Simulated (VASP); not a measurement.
```xyz
4
Lattice="3.3621 0.0000 0.0000 -1.6811 2.9117 0.0000 0.0000 0.0000 5.5628" Properties=species:S:1:pos:R:3 pbc="T T T"
B      0.0000     1.9411     0.0020
B      1.6811     0.9706     2.7834
As     0.0000     1.9411     2.0840
As     1.6811     0.9706     4.8654
```

Level of theory: PBEsol GGA, VASP's PBE PAW potentials (set 64) (plane waves; VASP). Numerical set-up: 620 eV cut-off, 8×8×4 Γ-centred mesh, Gaussian smearing of 0.050 eV, potentials B As.

Q: What does the run give for the energy per atom (σ→0)?

A: 
```
Quantity                       Result
---------------------  --------------
energy per atom (σ→0)  -6094 meV/atom
```

The absolute energy has meaning only against runs of the same code, potentials and settings.

The structure was generated: BAs was put into the wurtzite type (P6_3mc), which need not be its known phase. It was relaxed first, which changed the volume by +6 %.
